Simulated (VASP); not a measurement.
Output of a VASP run:

File OSZICAR:
```
       N       E                     dE             d eps       ncg     rms          rms(c)
DAV:   1     0.296268021590E+03    0.29627E+03   -0.17327E+04  2612   0.135E+03
DAV:   2    -0.137634343445E+02   -0.31003E+03   -0.30483E+03  3192   0.500E+02
DAV:   3    -0.386690518796E+02   -0.24906E+02   -0.24591E+02  4744   0.103E+02
DAV:   4    -0.400903311948E+02   -0.14213E+01   -0.14172E+01  3812   0.221E+01
DAV:   5    -0.401456303003E+02   -0.55299E-01   -0.55268E-01  4362   0.450E+00    0.139E+01
DAV:   6    -0.378380339453E+02    0.23076E+01   -0.11728E+01  3808   0.222E+01    0.514E+00
DAV:   7    -0.378338918079E+02    0.41421E-02   -0.66715E-01  4456   0.440E+00    0.298E+00
DAV:   8    -0.378222451532E+02    0.11647E-01   -0.59281E-02  3358   0.171E+00    0.513E-01
DAV:   9    -0.378221739474E+02    0.71206E-04   -0.92201E-03  4456   0.733E-01    0.281E-01
DAV:  10    -0.378223519313E+02   -0.17798E-03   -0.10280E-03  3226   0.334E-01    0.485E-02
DAV:  11    -0.378223281705E+02    0.23761E-04   -0.17184E-04  4176   0.760E-02    0.173E-02
DAV:  12    -0.378223259119E+02    0.22586E-05   -0.92305E-06  3692   0.293E-02    0.597E-03
DAV:  13    -0.378223257235E+02    0.18841E-06   -0.35487E-07  2360   0.483E-03
   1 F= -.37822326E+02 E0= -.37821549E+02  d E =-.378223E+02
       N       E                     dE             d eps       ncg     rms          rms(c)
DAV:   1    -0.378259458705E+02   -0.36200E-02   -0.15264E-01  3262   0.452E+00    0.504E-01
DAV:   2    -0.378228778254E+02    0.30680E-02   -0.17142E-02  3698   0.131E+00    0.194E-01
DAV:   3    -0.378221265785E+02    0.75125E-03   -0.19953E-03  4980   0.389E-01    0.711E-02
DAV:   4    -0.378221385154E+02   -0.11937E-04   -0.68165E-04  4510   0.110E-01    0.355E-02
DAV:   5    -0.378221715179E+02   -0.33002E-04   -0.74756E-05  4952   0.620E-02    0.323E-02
DAV:   6    -0.378222058420E+02   -0.34324E-04   -0.49450E-05  4842   0.405E-02    0.431E-03
DAV:   7    -0.378222079552E+02   -0.21132E-05   -0.71415E-06  4388   0.173E-02    0.162E-03
DAV:   8    -0.378222078478E+02    0.10732E-06   -0.60851E-07  2288   0.583E-03
   2 F= -.37822208E+02 E0= -.37821444E+02  d E =0.117876E-03
       N       E                     dE             d eps       ncg     rms          rms(c)
DAV:   1    -0.378237375402E+02   -0.15296E-02   -0.53200E-02  3226   0.267E+00    0.295E-01
DAV:   2    -0.378226884598E+02    0.10491E-02   -0.59727E-03  3580   0.774E-01    0.115E-01
DAV:   3    -0.378224276388E+02    0.26082E-03   -0.72236E-04  4988   0.236E-01    0.421E-02
DAV:   4    -0.378224255295E+02    0.21093E-05   -0.23164E-04  4464   0.643E-02    0.202E-02
DAV:   5    -0.378224330671E+02   -0.75376E-05   -0.27707E-05  5022   0.376E-02    0.190E-02
DAV:   6    -0.378224376121E+02   -0.45451E-05   -0.14837E-05  4736   0.224E-02    0.322E-03
DAV:   7    -0.378224369409E+02    0.67121E-06   -0.23464E-06  2582   0.110E-02
   3 F= -.37822437E+02 E0= -.37821665E+02  d E =-.111217E-03
```

File OUTCAR:
```
------------------------ aborting loop because EDIFF is reached ----------------------------------------
  FORCE on cell =-STRESS in cart. coord.  units (eV):
  Direction    XX          YY          ZZ          XY          YZ          ZX
  --------------------------------------------------------------------------------------
  Total        0.0409883      0.0409883     -0.0230607      0.0000000      0.0000000      0.0000000
  in kB        1.0573440      1.0573440     -0.5948783      0.0000000      0.0000000      0.0000000
  external PRESSURE =       0.5066032 kB  Pullay stress =       0.0000000 kB
  volume of cell :       62.11
      direct lattice vectors                 reciprocal lattice vectors
    -1.658088309  1.658088309  5.647797963     0.000000000  0.301552093  0.088530079
     1.658088309 -1.658088309  5.647797963     0.301552093  0.000000000  0.088530079
     1.658088309  1.658088309 -5.647797963     0.301552093  0.301552093  0.000000000
 POSITION                                       TOTAL-FORCE (eV/Angst)
 -----------------------------------------------------------------------------------
      0.00000      0.00000      8.47301         0.000000     -0.000000      0.014335
      0.00000      1.65809      0.00131        -0.000000      0.000000      0.014335
      0.00000      0.00000      3.75594         0.000000      0.000000     -0.014335
      1.65809      0.00000      0.93204        -0.000000     -0.000000     -0.014335
 -----------------------------------------------------------------------------------
    total drift:                               -0.000000     -0.000000     -0.000203
  FREE ENERGIE OF THE ION-ELECTRON SYSTEM (eV)
  ---------------------------------------------------
  free  energy   TOTEN  =       -37.8224369409 eV

  energy  without entropy=      -37.8208928295  energy(sigma->0) =      -37.82166489

 reached required accuracy - stopping structural energy minimisation
```
(Selected blocks of OUTCAR.)

File POSCAR:
```
NbP
1
   -1.6589005551     1.6589005551     5.6514418603
    1.6589005551    -1.6589005551     5.6514418603
    1.6589005551     1.6589005551    -5.6514418603
Nb P
2 2
Direct
  0.7500748475   0.7500748475   1.0000000000
  0.5000748475   0.0000748475   0.5000000000
  0.3325551525   0.3325551525   0.0000000000
  0.0825551525   0.5825551525   0.5000000000
```

Task: Write an INCAR and KPOINTS that could have produced this output.

Result: This is not unique; one that fits is the input of the run itself, PBEsol GGA, plane waves, VASP's PBE PAW potentials (set 64).

**INCAR**
```
LASPH = .TRUE.   # aspherical one-centre terms
ISIF = 3   # ions, shape and volume
EDIFFG = -0.02
NELM = 100   # most electronic steps
GGA = PS
IBRION = 2   # conjugate gradients
LMAXMIX = 4   # l cut-off of mixed one-centre charges
PREC = Accurate
SIGMA = 0.05
ENCUT = 400   # plane-wave cut-off (eV)
ISMEAR = 0   # Gaussian
SYSTEM = NbP
ALGO = Normal
EDIFF = 1E-6
NSW = 60
LREAL = .FALSE.
LWAVE = .FALSE.
LCHARG = .FALSE.
```

### KPOINTS
```
Automatic mesh
0
Gamma
8 8 8
0 0 0
```

POTCAR, in this order: Nb_sv P (PBE.64 set). Program: vasp_std.

The structure comes from a computed database's NbP entry (I4_1md); how it stands against other phases isn't given here. This run relaxes it. Symmetry was kept, so distortions that lower it aren't found. The start is the result of an earlier pass.
